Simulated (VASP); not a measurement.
Level of theory: AM05 GGA, VASP's PBE PAW potentials (set 64) (plane waves; VASP).

Input for VASP

### INCAR
```
# general
SYSTEM  = FeAl
PREC    = Accurate
ENCUT   = 520   # plane-wave cut-off (eV)
LREAL   = .FALSE.   # projection in real space or not
LASPH   = .TRUE.

# electronic loop
EDIFF   = 1E-7   # SCF stop (eV)
NELM    = 100
ALGO    = Normal
LMAXMIX = 4

# smearing
ISMEAR  = 1
SIGMA   = 0.1

# functional
GGA     = AM

# ions
ISIF    = 2   # forces and stress, cell fixed

# output
LWAVE   = .FALSE.
LCHARG  = .FALSE.
```

KPOINTS:
```
Automatic mesh
0
Gamma
13 13 13
0 0 0
```

### POSCAR
```
FeAl
1
    2.8118745963     0.0000000000     0.0000000000
    0.0000000000     2.8118745963     0.0000000000
    0.0000000000     0.0000000000     2.8118745963
Al Fe
1 1
Direct
  0.5000000000   0.5000000000   0.5000000000
  0.0000000000   0.0000000000   0.0000000000
```

POTCAR, in this order: Al Fe (PBE.64 set). Program: vasp_std.

Output of the run:

OSZICAR:
```
       N       E                     dE             d eps       ncg     rms          rms(c)
DAV:   1     0.310753062587E+02    0.31075E+02   -0.51077E+03  1520   0.124E+03
DAV:   2    -0.143034670821E+02   -0.45379E+02   -0.43765E+02  1512   0.181E+02
DAV:   3    -0.155140688934E+02   -0.12106E+01   -0.11889E+01  1762   0.405E+01
DAV:   4    -0.155361948838E+02   -0.22126E-01   -0.22091E-01  1937   0.483E+00
DAV:   5    -0.155366160689E+02   -0.42119E-03   -0.42117E-03  1848   0.585E-01    0.151E+01
DAV:   6    -0.171438944544E+02   -0.16073E+01   -0.74114E+01  1707   0.139E+02    0.171E+01
DAV:   7    -0.134397245172E+02    0.37042E+01   -0.34795E+01  1655   0.850E+01    0.262E+00
DAV:   8    -0.133959975437E+02    0.43727E-01   -0.24023E-01  1695   0.632E+00    0.147E+00
DAV:   9    -0.133783267052E+02    0.17671E-01   -0.44593E-02  1833   0.304E+00    0.351E-01
DAV:  10    -0.133778912722E+02    0.43543E-03   -0.97310E-04  1921   0.467E-01    0.186E-01
DAV:  11    -0.133778623445E+02    0.28928E-04   -0.28955E-05  1608   0.486E-02    0.164E-02
DAV:  12    -0.133778606169E+02    0.17276E-05   -0.79914E-06  1980   0.421E-02    0.549E-03
DAV:  13    -0.133778604875E+02    0.12939E-06   -0.27103E-07   937   0.608E-03    0.107E-03
DAV:  14    -0.133778604702E+02    0.17240E-07   -0.52913E-08   788   0.266E-03
   1 F= -.13377860E+02 E0= -.13377671E+02  d E =-.567470E-03
```

**OUTCAR**
```
------------------------ aborting loop because EDIFF is reached ----------------------------------------
  FORCE on cell =-STRESS in cart. coord.  units (eV):
  Direction    XX          YY          ZZ          XY          YZ          ZX
  --------------------------------------------------------------------------------------
  Total        0.8657858      0.8657858      0.8657858      0.0000000      0.0000000     -0.0000000
  in kB       62.3926152     62.3926152     62.3926152      0.0000000      0.0000000     -0.0000000
  external PRESSURE =      62.3926152 kB  Pullay stress =       0.0000000 kB
  volume of cell :       22.23
      direct lattice vectors                 reciprocal lattice vectors
     2.811874596  0.000000000  0.000000000     0.355634637  0.000000000  0.000000000
     0.000000000  2.811874596  0.000000000     0.000000000  0.355634637  0.000000000
     0.000000000  0.000000000  2.811874596     0.000000000  0.000000000  0.355634637
 POSITION                                       TOTAL-FORCE (eV/Angst)
 -----------------------------------------------------------------------------------
      1.40594      1.40594      1.40594         0.000000      0.000000      0.000000
      0.00000      0.00000      0.00000         0.000000      0.000000      0.000000
 -----------------------------------------------------------------------------------
    total drift:                                0.000000      0.000000      0.000000
  FREE ENERGIE OF THE ION-ELECTRON SYSTEM (eV)
  ---------------------------------------------------
  free  energy   TOTEN  =       -13.3778604702 eV

  energy  without entropy=      -13.3772929999  energy(sigma->0) =      -13.37767131
```
(Selected blocks of OUTCAR.)

The compound is FeAl in the CsCl type structure. This cell is one point of a volume scan, at 0.97 of the reference volume. The run is not spin-polarised, so no magnetic state was tried. The electron count is odd and the run is not spin-polarised, which forces a metal.
